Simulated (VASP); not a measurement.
The input files of a VASP run:

### INCAR
```
! general
SYSTEM  = RbBr
PREC    = Accurate
ENCUT   = 480
LREAL   = .False.
LASPH   = .True.

! electronic loop
EDIFF   = 1E-6   ! SCF stop (eV)
NELM    = 100   ! most electronic steps
ALGO    = Normal   ! blocked Davidson
LMAXMIX = 4   ! l cut-off of mixed one-centre charges

! smearing
ISMEAR  = 0
SIGMA   = 0.05

! functional
GGA     = PE   ! PBE

! ions
IBRION  = 2
NSW     = 60
ISIF    = 3   ! ions, shape and volume
EDIFFG  = -0.01

! output
LWAVE   = .False.
LCHARG  = .False.
```

File POSCAR:
```
RbBr
1
    0.0000000000     3.4450000000     3.4450000000
    3.4450000000     0.0000000000     3.4450000000
    3.4450000000     3.4450000000     0.0000000000
Rb Br
1 1
Direct
  0.0000000000   0.0000000000   0.0000000000
  0.5000000000   0.5000000000   0.5000000000
```

File KPOINTS:
```
Automatic mesh
0
Gamma
6 6 6
0 0 0
```

POTCAR, in this order: Rb_sv Br (PBE.64 set). Program: vasp_std.

Task: Write an equivalent input for Ansatz.

Result: One equivalent input (not run):
Ansatz 0.2 input:
```yaml
crystal:
  lattice:
    - [0.0000000, 3.4450000, 3.4450000]
    - [3.4450000, 0.0000000, 3.4450000]
    - [3.4450000, 3.4450000, 0.0000000]
  atoms:
    - { symbol: Rb, position: [0.0000000, 0.0000000, 0.0000000] }
    - { symbol: Br, position: [0.5000000, 0.5000000, 0.5000000] }
kpoints:
  mp_grid: { grid: [6, 6, 6] }
hamiltonian:
  xc: pbe
  pseudopotentials: { kind: paw }
scf:
  occupations: { method: gaussian, width: 0.05 }
  max_iter: 100
relax:
  max_steps: 60
  f_tol: 0.01
  cell: {}
output: { forces: true, stress: true, eigenvalues: true }
```
Limits of the translation: each code has its own PAW files, so the cut-off isn't converted (ENCUT is set for VASP's; basis.ecutwfc is left out, and Ansatz then takes the one that its files recommend); Ansatz stops its SCF on the density residual and VASP on the energy change (EDIFF).

The compound is RbBr in the rock salt structure. This run relaxes it. Symmetry was kept, so distortions that lower it aren't found.
